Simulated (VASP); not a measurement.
OSZICAR of a VASP run on Zr (hcp):

File OSZICAR:
```
       N       E                     dE             d eps       ncg     rms          rms(c)
DAV:   1     0.182142595232E+03    0.18214E+03   -0.12089E+04  7840   0.123E+03
DAV:   2    -0.501397303273E+01   -0.18716E+03   -0.18562E+03  9856   0.372E+02
DAV:   3    -0.175218208220E+02   -0.12508E+02   -0.12423E+02 14872   0.690E+01
DAV:   4    -0.177250674769E+02   -0.20325E+00   -0.20323E+00  8584   0.100E+01
DAV:   5    -0.177302723329E+02   -0.52049E-02   -0.52047E-02 12176   0.110E+00    0.145E+01
DAV:   6    -0.171330683046E+02    0.59720E+00   -0.96034E-01  8088   0.863E+00    0.571E+00
DAV:   7    -0.170162653829E+02    0.11680E+00   -0.63155E-01 11312   0.608E+00    0.114E+00
DAV:   8    -0.170217712371E+02   -0.55059E-02   -0.39349E-02 10384   0.168E+00    0.286E-01
DAV:   9    -0.170219389631E+02   -0.16773E-03   -0.17822E-03  9744   0.441E-01    0.374E-02
DAV:  10    -0.170218943228E+02    0.44640E-04   -0.38884E-05 11576   0.421E-02    0.222E-02
DAV:  11    -0.170218935839E+02    0.73892E-06   -0.10220E-05  8536   0.397E-02    0.430E-03
DAV:  12    -0.170218935644E+02    0.19553E-07   -0.30571E-07  6136   0.435E-03
   1 F= -.17021894E+02 E0= -.17022599E+02  d E =0.211769E-02
```

Q: Which electronic solver shows in the log?

A: It is blocked Davidson (ALGO = Normal, or the opening steps of other solvers). The INCAR had ALGO = Normal.

Q: Can the final energy be trusted as converged?

A: The run converged. It stopped with EDIFF = 1E-6, NELM = 100 (PBE GGA, plane waves, VASP's PBE PAW potentials (set 64)).

The compound is Zr in the hcp structure. The cell was not relaxed at this level, atoms are displaced from their ideal sites. The run is one of a series of settings (KPOINTS 11×11×6 Γ-centred mesh against the base run), some of them coarse on purpose.
